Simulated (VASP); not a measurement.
A run of VASP 6.6.1 is set up as follows.

INCAR

```
SYSTEM = BW5
PREC     = Accurate       ! precision mode
ENCUT    = 600            ! plane-wave cutoff, eV
EDIFF    = 1E-6           ! SCF threshold, eV
ISMEAR   = 0              ! smearing method
SIGMA    = 0.1            ! smearing width, eV
LREAL    = .FALSE.        ! projectors in reciprocal space
LASPH    = .TRUE.         ! aspherical terms in the spheres
NELM     = 100            ! most SCF steps
ALGO     = Fast           ! electronic algorithm
ISIF     = 3              ! what is computed and relaxed
LWAVE    = .FALSE.        ! write WAVECAR
LCHARG   = .FALSE.        ! write CHGCAR
GGA      = PE             ! functional
IBRION   = 2              ! ionic algorithm
NSW      = 90             ! ionic steps
EDIFFG   = -0.04          ! ionic threshold
```

File KPOINTS:

```
regular mesh
0
G
  6 6 4
  0 0 0
```

File POSCAR:

```
BW5
1.0
    4.3650489300      0.0000000000      0.0000000000
   -2.1825244600      3.7802432600      0.0000000000
    0.0000000000      0.0000000000      5.9253390400
B W
1 5
Direct
    0.0000000000      0.0000000000      0.5000000000
    0.6666666700      0.3333333300      0.7959949400
    0.0000000000      0.0000000000      0.0000000000
    0.6666666700      0.3333333300      0.2040050600
    0.3333333300      0.6666666700      0.2040050600
    0.3333333300      0.6666666700      0.7959949400
```

Potentials or basis: VASP PAW PBE potentials, release 64 (B, W_sv).

Command:

```sh
$ cat potpaw_PBE.64/B/POTCAR potpaw_PBE.64/W_sv/POTCAR > POTCAR
$ mpirun -np 1 vasp_std > vasp.out
```

Problem. What does it give for the band gap on the k mesh?

Solution. None (metal or under the smearing width).

Problem. Predict the space group after relaxing (to 0.05 Å).

Solution. P6/mmm (No. 191).

Problem. What does it give for the relaxed volume?

Solution. 15.44 Å³/atom.

Problem. Estimate the relaxed cell.

Solution. a = 4.536 Å, b = 4.536 Å, c = 5.201 Å, α = 90.00°, β = 90.00°, γ = 120.00°.

Step by step:
| step | energy change (eV) | largest force (eV/Å) | pressure (GPa) | volume (Å³) |
| --- | --- | --- | --- | --- |
| 1 | 0.0000 | 3.6952 | 16.43 | 97.77 |
| 2 | 1.2150 | 0.5712 | -37.40 | 122.54 |
| 3 | -1.1546 | 1.2360 | -14.14 | 107.04 |
| 4 | -2.8802 | 1.7557 | -6.30 | 96.33 |
| 5 | -2.8984 | 1.4555 | -3.94 | 94.95 |
| 6 | -2.6694 | 2.1052 | 16.65 | 87.32 |
| 7 | -3.1363 | 0.2054 | 2.04 | 91.80 |
| 8 | -3.2115 | 0.0910 | -2.43 | 93.66 |
| 9 | -3.2349 | 0.1240 | -1.21 | 93.05 |
| 10 | -3.2349 | 0.1256 | -1.15 | 93.03 |
| 11 | -3.2326 | 0.0781 | 1.95 | 91.99 |
| 12 | -3.2372 | 0.0433 | 0.11 | 92.60 |
| 13 | -3.2373 | 0.0055 | -0.02 | 92.66 |

The run has no spin-orbit coupling, so splittings on W are missing.
